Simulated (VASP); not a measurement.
Calculation: PBE GGA, VASP's PBE PAW potentials (set 64) (plane waves; VASP 6.6.1).

VASP input:

### POSCAR
```
SiO2
1
    4.2222180000     0.0000000000     0.0000000000
    0.0000000000     4.2222180000     0.0000000000
    0.0000000000     0.0000000000     2.6969670000
Si O
2 4
Direct
  0.0000000000   0.0000000000   0.0000000000
  0.5000000000   0.5000000000   0.5000000000
  0.3060000000   0.3060000000   0.0000000000
  0.8060000000   0.1940000000   0.5000000000
  0.1940000000   0.8060000000   0.5000000000
  0.6940000000   0.6940000000   0.0000000000
```

**INCAR**
```
# general
SYSTEM  =SiO2
PREC    =Accurate
ENCUT   =400
LREAL   =F
LASPH   =T

# electronic loop
EDIFF   =1E-8
NELM    =100
ALGO    =Normal

# smearing
ISMEAR  =-1
SIGMA   =0.05

# functional
GGA     =PE

# ions
IBRION  =8
NSW     =1
ISIF    =2

# output
LWAVE   =F
LCHARG  =F

# other
LEPSILON=T
```

**KPOINTS**
```
K-points
0
G
5 5 8
```

POTCAR, in this order: Si O (PBE.64 set). Program: vasp_std.

Output of the run:

### OUTCAR
```
 ion  position               nearest neighbor table
   1  0.000  0.000  0.000-   4 1.78   5 1.78   4 1.78   5 1.78   3 1.83   6 1.83
   2  0.500  0.500  0.500-   3 1.78   6 1.78   3 1.78   6 1.78   5 1.83   4 1.83
   3  0.306  0.306  0.000-   2 1.78   2 1.78   1 1.83
   4  0.806  0.194  0.500-   1 1.78   1 1.78   2 1.83
   5  0.194  0.806  0.500-   1 1.78   1 1.78   2 1.83
   6  0.694  0.694  0.000-   2 1.78   2 1.78   1 1.83
  LATTYP: Found a simple tetragonal cell.
 ALAT       =     4.2222180000
 C/A-ratio  =     0.6387559809
 Subroutine PRICEL returns:
 Original cell was already a primitive cell.
 Subroutine GETGRP returns: Found 16 space group operations
The static configuration has the point symmetry D_2h.
 The point group associated with its full space group is D_4h.
The dynamic configuration has the point symmetry D_2h.
 Subroutine INISYM returns: Found 16 space group operations
 Subroutine IBZKPT returns following result:
 Found     30 irreducible k-points:

 Following reciprocal coordinates:
            Coordinates               Weight
  0.000000  0.000000  0.000000      1.000000
  0.200000  0.000000  0.000000      4.000000
  0.400000  0.000000  0.000000      4.000000
  0.200000  0.200000  0.000000      4.000000
  0.400000  0.200000  0.000000      8.000000
  0.400000  0.400000  0.000000      4.000000
  0.000000  0.000000  0.125000      2.000000
  0.200000  0.000000  0.125000      8.000000
  0.400000  0.000000  0.125000      8.000000
  0.200000  0.200000  0.125000      8.000000
  0.400000  0.200000  0.125000     16.000000
  0.400000  0.400000  0.125000      8.000000
  0.000000  0.000000  0.250000      2.000000
  0.200000  0.000000  0.250000      8.000000
  0.400000  0.000000  0.250000      8.000000
  0.200000  0.200000  0.250000      8.000000
  0.400000  0.200000  0.250000     16.000000
  0.400000  0.400000  0.250000      8.000000
  0.000000  0.000000  0.375000      2.000000
  0.200000  0.000000  0.375000      8.000000
  0.400000  0.000000  0.375000      8.000000
  0.200000  0.200000  0.375000      8.000000
  0.400000  0.200000  0.375000     16.000000
  0.400000  0.400000  0.375000      8.000000
  0.000000  0.000000  0.500000      1.000000
  0.200000  0.000000  0.500000      4.000000
  0.400000  0.000000  0.500000      4.000000
  0.200000  0.200000  0.500000      4.000000
  0.400000  0.200000  0.500000      8.000000
  0.400000  0.400000  0.500000      4.000000
 Subroutine IBZKPT_HF returns following result:
   k-points           NKPTS =     30   k-points in BZ     NKDIM =     30   number of bands    NBANDS=     20
   number of dos      NEDOS =    301   number of ions     NIONS =      6
   total plane-waves  NPLWV =  14112
   dimension x,y,z NGX =    28 NGY =   28 NGZ =   18
   dimension x,y,z NGXF=    56 NGYF=   56 NGZF=   36
   ions per type =               2   4
   PREC   = accura    normal or accurate (medium, high low for compatibility)
   ISTART =      0    job   : 0-new  1-cont  2-samecut
   ICHARG =      2    charge: 1-file 2-atom 10-const
   ISPIN  =      1    spin polarized calculation?
   LNONCOLLINEAR =      F non collinear calculations
   LSORBIT =      F    spin-orbit coupling
   INIWAV =      1    electr: 0-lowe 1-rand  2-diag
   ENCUT  =  400.0 eV  29.40 Ry    5.42 a.u.   6.89  6.89  4.40*2*pi/ulx,y,z
   NELM   =    100;   NELMIN=  2; NELMDL= -5     # of ELM steps
   EDIFF  = 0.1E-07   stopping-criterion for ELM
   LREAL  =      F    real-space projection
   NLSPLINE    = F    spline interpolate recip. space projectors
   LMAXMIX     =    2 max onsite mixed and CHGCAR
   VOSKOWN=      0    Vosko Wilk Nusair interpolation
   EDIFFG = 0.1E-06   stopping-criterion for IOM
   NSW    =      1    number of steps for IOM
...
```

### OSZICAR
```
...
       N       E                     dE             d eps       ncg     rms          rms(c)
RMM:   1    -0.323688666914E+00   -0.32369E+00   -0.90115E-01  3110   0.319E+00
RMM:   2    -0.327566083036E+00   -0.38774E-02   -0.73921E-03  3020   0.491E-01    0.102E+00
RMM:   3    -0.324677271047E+00    0.28888E-02   -0.10546E-02  3124   0.656E-01    0.594E-01
RMM:   4    -0.336624447206E+00   -0.11947E-01   -0.31168E-03  3147   0.427E-01    0.164E-01
RMM:   5    -0.344201249084E+00   -0.75768E-02   -0.34062E-04  3151   0.146E-01    0.341E-02
RMM:   6    -0.345185670302E+00   -0.98442E-03   -0.53372E-05  3013   0.508E-02    0.461E-03
RMM:   7    -0.345280677905E+00   -0.95008E-04   -0.17442E-06  3201   0.863E-03    0.270E-03
RMM:   8    -0.345343441405E+00   -0.62763E-04   -0.69263E-07  3185   0.395E-03    0.348E-04
RMM:   9    -0.345347582119E+00   -0.41407E-05   -0.52328E-07  3143   0.900E-04    0.171E-04
RMM:  10    -0.345349425693E+00   -0.18436E-05   -0.46731E-07  2859   0.455E-04    0.334E-05
RMM:  11    -0.345349255620E+00    0.17007E-06   -0.49464E-07  2390   0.296E-04    0.180E-05
RMM:  12    -0.345349369889E+00   -0.11427E-06   -0.63618E-07  1391   0.244E-04    0.517E-06
 Linear response to external field, progress :
  Direction:   3
       N       E                     dE             d eps       ncg     rms          rms(c)
RMM:   1    -0.356471111428E+00   -0.35647E+00   -0.10379E+00  1964   0.329E+00
RMM:   2    -0.356997371591E+00   -0.52626E-03   -0.70590E-03  1993   0.475E-01    0.108E+00
RMM:   3    -0.351421761998E+00    0.55756E-02   -0.65577E-03  1940   0.553E-01    0.634E-01
RMM:   4    -0.369640425015E+00   -0.18219E-01   -0.10563E-02  2029   0.703E-01    0.699E-02
RMM:   5    -0.371821160441E+00   -0.21807E-02   -0.15233E-04  1982   0.100E-01    0.133E-02
RMM:   6    -0.372211486650E+00   -0.39033E-03   -0.39656E-06  2089   0.167E-02    0.443E-03
RMM:   7    -0.372286243994E+00   -0.74757E-04   -0.48987E-07  1984   0.540E-03    0.400E-04
RMM:   8    -0.372300767824E+00   -0.14524E-04   -0.37747E-08  2095   0.905E-04    0.209E-04
RMM:   9    -0.372300925169E+00   -0.15734E-06   -0.31882E-08  1787   0.406E-04    0.270E-05
RMM:  10    -0.372300434197E+00    0.49097E-06   -0.27083E-08   979   0.210E-04    0.169E-05
RMM:  11    -0.372300602604E+00   -0.16841E-06   -0.35312E-08  1040   0.212E-04    0.219E-06
 Linear response DOF=           4
 Linear response progress:
  Degree of freedom:   1/  4
       N       E                     dE             d eps       ncg     rms          rms(c)
RMM:   1    -0.307315831131E-01   -0.30732E-01    0.11380E-01  7626   0.199E+00
RMM:   2    -0.226915059305E-01    0.80401E-02   -0.46666E-03  4366   0.523E-01    0.148E-01
RMM:   3    -0.219215390422E-01    0.76997E-03   -0.73467E-04  4464   0.137E-01    0.974E-02
RMM:   4    -0.214391702640E-01    0.48237E-03   -0.33930E-04  4500   0.130E-01    0.285E-02
RMM:   5    -0.213682098920E-01    0.70960E-04   -0.62389E-05  4521   0.494E-02    0.765E-03
RMM:   6    -0.213643587104E-01    0.38512E-05   -0.22282E-06  4387   0.139E-02    0.154E-03
RMM:   7    -0.213656584003E-01   -0.12997E-05    0.35913E-07  4582   0.361E-03    0.778E-04
RMM:   8    -0.213679435855E-01   -0.22852E-05    0.12007E-07  4431   0.120E-03    0.246E-04
RMM:   9    -0.213681394726E-01   -0.19589E-06    0.18457E-07  4579   0.406E-04    0.573E-05
RMM:  10    -0.213681914013E-01   -0.51929E-07    0.30389E-07  4580   0.112E-04    0.298E-05
RMM:  11    -0.213681851561E-01    0.62452E-08    0.22596E-07  4595   0.681E-05    0.473E-06
RMM:  12    -0.213681779073E-01    0.72488E-08    0.99373E-08  4597   0.382E-05    0.161E-06
 Linear response progress:
  Degree of freedom:   2/  4
       N       E                     dE             d eps       ncg     rms          rms(c)
RMM:   1    -0.177261287065E-01   -0.17726E-01    0.37626E-02  3957   0.133E+00
RMM:   2    -0.155142395754E-01    0.22119E-02   -0.12576E-03  2953   0.248E-01    0.173E-01
RMM:   3    -0.154574363772E-01    0.56803E-04   -0.11487E-04  2959   0.682E-02    0.103E-01
RMM:   4    -0.155271832778E-01   -0.69747E-04   -0.15414E-04  2985   0.792E-02    0.764E-03
RMM:   5    -0.154897908130E-01    0.37392E-04   -0.37802E-06  2979   0.136E-02    0.206E-03
RMM:   6    -0.154856414857E-01    0.41493E-05   -0.11125E-07  3064   0.250E-03    0.857E-04
RMM:   7    -0.154830759858E-01    0.25655E-05   -0.15840E-08  3045   0.890E-04    0.185E-04
RMM:   8    -0.154826305639E-01    0.44542E-06   -0.11112E-09  2988   0.201E-04    0.500E-05
RMM:   9    -0.154828704244E-01   -0.23986E-06   -0.22059E-09  3050   0.774E-05    0.467E-06
RMM:  10    -0.154828647405E-01    0.56839E-08   -0.30335E-09  3030   0.309E-05    0.214E-06
 Linear response progress:
  Degree of freedom:   3/  4
       N       E                     dE             d eps       ncg     rms          rms(c)
RMM:   1    -0.379899504157E+00   -0.37990E+00    0.35890E-01  4922   0.411E+00
RMM:   2    -0.374711888935E+00    0.51876E-02   -0.13175E-02  4326   0.659E-01    0.225E-01
RMM:   3    -0.376112518571E+00   -0.14006E-02   -0.15782E-03  3999   0.238E-01    0.122E-01
RMM:   4    -0.378260722434E+00   -0.21482E-02   -0.11949E-03  4173   0.193E-01    0.340E-02
RMM:   5    -0.378430503487E+00   -0.16978E-03   -0.42928E-05  4475   0.415E-02    0.107E-02
RMM:   6    -0.378505551349E+00   -0.75048E-04   -0.61115E-07  4563   0.790E-03    0.303E-03
RMM:   7    -0.378523338975E+00   -0.17788E-04   -0.88377E-07  4547   0.386E-03    0.734E-04
RMM:   8    -0.378516557062E+00    0.67819E-05    0.83217E-08  4549   0.165E-03    0.302E-04
RMM:   9    -0.378518822147E+00   -0.22651E-05   -0.81703E-08  4594   0.400E-04    0.104E-04
RMM:  10    -0.378518848180E+00   -0.26033E-07   -0.82367E-08  4581   0.290E-04    0.176E-05
RMM:  11    -0.378519035877E+00   -0.18770E-06   -0.12329E-07  4652   0.152E-04    0.738E-06
RMM:  12    -0.378518996212E+00    0.39665E-07   -0.60023E-08  4662   0.136E-04    0.229E-06
RMM:  13    -0.378519023546E+00   -0.27334E-07   -0.63309E-08  4566   0.127E-04    0.714E-07
RMM:  14    -0.378519022469E+00    0.10767E-08   -0.16164E-07  3715   0.124E-04    0.175E-07
RMM:  15    -0.378519024295E+00   -0.18256E-08   -0.92285E-08  3376   0.124E-04    0.754E-08
 Linear response progress:
  Degree of freedom:   4/  4
       N       E                     dE             d eps       ncg     rms          rms(c)
RMM:   1    -0.356699295198E+00   -0.35670E+00    0.40438E-01  4614   0.412E+00
RMM:   2    -0.353132633714E+00    0.35667E-02   -0.10272E-02  4102   0.592E-01    0.221E-01
RMM:   3    -0.354752667661E+00   -0.16200E-02   -0.92130E-04  3529   0.203E-01    0.120E-01
RMM:   4    -0.357318091117E+00   -0.25654E-02   -0.90501E-04  3555   0.201E-01    0.239E-02
RMM:   5    -0.357249362620E+00    0.68728E-04   -0.39159E-05  4165   0.440E-02    0.292E-03
RMM:   6    -0.357306263270E+00   -0.56901E-04   -0.24813E-06  4365   0.652E-03    0.102E-03
RMM:   7    -0.357298449937E+00    0.78133E-05   -0.47539E-07  4315   0.165E-03    0.191E-04
RMM:   8    -0.357300254385E+00   -0.18044E-05   -0.25368E-08  4299   0.367E-04    0.940E-05
RMM:   9    -0.357300558928E+00   -0.30454E-06    0.24847E-08  4416   0.199E-04    0.165E-05
RMM:  10    -0.357300857193E+00   -0.29826E-06    0.14077E-08  4127   0.130E-04    0.558E-06
RMM:  11    -0.357300808727E+00    0.48466E-07    0.83041E-09  4398   0.113E-04    0.852E-07
RMM:  12    -0.357300811281E+00   -0.25535E-08   -0.21739E-08  3665   0.107E-04    0.376E-07
 Linear response finished
```

**OUTCAR**
```
------------------------ aborting loop because EDIFF is reached ----------------------------------------

 HEAD OF MICROSCOPIC STATIC DIELECTRIC TENSOR (INDEPENDENT PARTICLE, excluding Hartree and local field effects)
 ------------------------------------------------------
           3.466548    -0.000000     0.000000
           0.000000     3.466548     0.000000
           0.000000     0.000000     3.687808
 ------------------------------------------------------

 MACROSCOPIC STATIC DIELECTRIC TENSOR (including local field effects in DFT)
 ------------------------------------------------------
           3.399338     0.000000     0.000000
           0.000000     3.399338     0.000000
           0.000000     0.000000     3.582242
 ------------------------------------------------------

 PIEZOELECTRIC TENSOR (including local field effects)  for field in x, y, z        (e  Angst)
          XX          YY          ZZ          XY          YZ          ZX
  --------------------------------------------------------------------------------
  x     0.00000     0.00000     0.00000     0.00000     0.00000     0.00000
  y     0.00000     0.00000     0.00000     0.00000     0.00000     0.00000
  z     0.00000     0.00000     0.00000     0.00000     0.00000     0.00000

 PIEZOELECTRIC TENSOR (including local field effects)  for field in x, y, z        (C/m^2)
          XX          YY          ZZ          XY          YZ          ZX
  --------------------------------------------------------------------------------
  x     0.00000     0.00000     0.00000     0.00000     0.00000     0.00000
  y     0.00000     0.00000     0.00000     0.00000     0.00000     0.00000
  z     0.00000     0.00000     0.00000     0.00000     0.00000     0.00000

 BORN EFFECTIVE CHARGES (including local field effects) (in |e|, cummulative output)
 ---------------------------------------------------------------------------------
 ion    1
    1     3.81936     0.40138     0.00000
    2     0.40138     3.81936     0.00000
    3     0.00000     0.00000     4.06218
 ion    2
    1     3.81936    -0.40138     0.00000
    2    -0.40138     3.81936     0.00000
    3     0.00000     0.00000     4.06218
 ion    3
    1    -1.90968    -0.58441     0.00000
    2    -0.58441    -1.90968     0.00000
    3     0.00000     0.00000    -2.03109
 ion    4
    1    -1.90968     0.58441     0.00000
    2     0.58441    -1.90968     0.00000
    3     0.00000     0.00000    -2.03109
 ion    5
    1    -1.90968     0.58441     0.00000
    2     0.58441    -1.90968     0.00000
    3     0.00000     0.00000    -2.03109
 ion    6
    1    -1.90968    -0.58441     0.00000
    2    -0.58441    -1.90968     0.00000
    3     0.00000     0.00000    -2.03109

   1 f  =   27.127339 THz   170.446099 2PiTHz  904.870636 cm-1   112.189610 meV
             X         Y         Z           dx          dy          dz
      0.000000  0.000000  0.000000    -0.000000    0.000000    0.000000
      2.111109  2.111109  1.348483     0.000000    0.000000    0.000000
      1.291999  1.291999  0.000000    -0.353553   -0.353553    0.000000
      3.403108  0.819110  1.348483     0.353553   -0.353553    0.000000
      0.819110  3.403108  1.348483    -0.353553    0.353553   -0.000000
      2.930219  2.930219  0.000000     0.353553    0.353553   -0.000000

   2 f  =   23.708104 THz   148.962410 2PiTHz  790.817224 cm-1    98.048795 meV
             X         Y         Z           dx          dy          dz
      0.000000  0.000000  0.000000    -0.201966    0.449968   -0.000000
      2.111109  2.111109  1.348483    -0.221434   -0.459036    0.000000
      1.291999  1.291999  0.000000     0.147103    0.326330    0.000000
      3.403108  0.819110  1.348483     0.133253   -0.320326   -0.000000
      0.819110  3.403108  1.348483     0.133253   -0.320326    0.000000
      2.930219  2.930219  0.000000     0.147103    0.326330    0.000000

   3 f  =   23.708104 THz   148.962410 2PiTHz  790.817224 cm-1    98.048795 meV
             X         Y         Z           dx          dy          dz
      0.000000  0.000000  0.000000    -0.459036    0.221434   -0.000000
      2.111109  2.111109  1.348483     0.449968    0.201966    0.000000
      1.291999  1.291999  0.000000    -0.320326   -0.133253    0.000000
      3.403108  0.819110  1.348483     0.326330   -0.147103    0.000000
      0.819110  3.403108  1.348483     0.326330   -0.147103    0.000000
      2.930219  2.930219  0.000000    -0.320326   -0.133253    0.000000

   4 f  =   21.569831 THz   135.527245 2PiTHz  719.492116 cm-1    89.205613 meV
             X         Y         Z           dx          dy          dz
      0.000000  0.000000  0.000000    -0.000000    0.000000    0.291091
      2.111109  2.111109  1.348483     0.000000   -0.000000   -0.291091
      1.291999  1.291999  0.000000     0.000000    0.000000    0.455668
      3.403108  0.819110  1.348483     0.000000   -0.000000   -0.455668
      0.819110  3.403108  1.348483    -0.000000    0.000000   -0.455668
      2.930219  2.930219  0.000000    -0.000000   -0.000000    0.455668

   5 f  =   21.483750 THz   134.986382 2PiTHz  716.620759 cm-1    88.849610 meV
             X         Y         Z           dx          dy          dz
      0.000000  0.000000  0.000000     0.000000   -0.000000    0.000000
      2.111109  2.111109  1.348483     0.000000    0.000000   -0.000000
      1.291999  1.291999  0.000000    -0.353553   -0.353553    0.000000
      3.403108  0.819110  1.348483    -0.353553    0.353553   -0.000000
      0.819110  3.403108  1.348483     0.353553   -0.353553   -0.000000
      2.930219  2.930219  0.000000     0.353553    0.353553    0.000000

   6 f  =   18.573945 THz   116.703541 2PiTHz  619.560130 cm-1    76.815631 meV
             X         Y         Z           dx          dy          dz
      0.000000  0.000000  0.000000    -0.000000   -0.000000   -0.516119
      2.111109  2.111109  1.348483     0.000000    0.000000   -0.516119
      1.291999  1.291999  0.000000     0.000000    0.000000    0.341775
      3.403108  0.819110  1.348483     0.000000   -0.000000    0.341775
      0.819110  3.403108  1.348483    -0.000000   -0.000000    0.341775
      2.930219  2.930219  0.000000     0.000000   -0.000000    0.341775
...
```
(Selected blocks of OUTCAR.)

File OUTCAR:
```
 val. band max:        7.8094466963   @ k =   0.0000   0.0000   0.0000

 cond. band min:      12.8336862300   @ k =   0.0000   0.0000   0.0000


 Fermi energy:         8.8178662963

 k-point     1 :       0.0000    0.0000    0.0000
  band No.  band energies     occupation
      1     -14.4472      2.00000
      2     -10.9762      2.00000
      3     -10.9762      2.00000
      4     -10.7496      2.00000
      5      -2.9006      2.00000
      6       1.5368      2.00000
      7       1.5368      2.00000
      8       1.8179      2.00000
      9       2.5225      2.00000
     10       2.8522      2.00000
     11       4.7468      2.00000
     12       4.7468      2.00000
     13       5.3019      2.00000
     14       6.9397      2.00000
     15       6.9397      2.00000
     16       7.8094      2.00000
     17      12.8337      0.00000
     18      14.3775      0.00000
     19      16.0294      0.00000
     20      16.0294      0.00000

 k-point     2 :       0.2000    0.0000    0.0000
  band No.  band energies     occupation
      1     -14.2454      2.00000
      2     -11.7667      2.00000
      3     -10.8773      2.00000
      4     -10.3767      2.00000
      5      -2.6114      2.00000
      6       0.5892      2.00000
      7       1.6966      2.00000
      8       2.4488      2.00000
      9       2.6759      2.00000
     10       3.5451      2.00000
     11       4.3913      2.00000
     12       4.8357      2.00000
     13       5.3641      2.00000
     14       6.1344      2.00000
     15       6.8737      2.00000
     16       7.5092      2.00000
     17      13.4683      0.00000
     18      14.6933      0.00000
     19      16.1323      0.00000
     20      16.1627      0.00000

 k-point     3 :       0.4000    0.0000    0.0000
  band No.  band energies     occupation
      1     -13.6655      2.00000
      2     -12.7842      2.00000
      3     -10.6288      2.00000
      4     -10.3768      2.00000
      5      -1.8396      2.00000
...
```

The structure is a typed SiO2 crystal (P4_2/mnm). The cell was not relaxed at this level. The run is one of a series of settings (EDIFF = 1E-8, IBRION = 8, LEPSILON = .TRUE., NSW = 1 against the base run), some of them coarse on purpose.
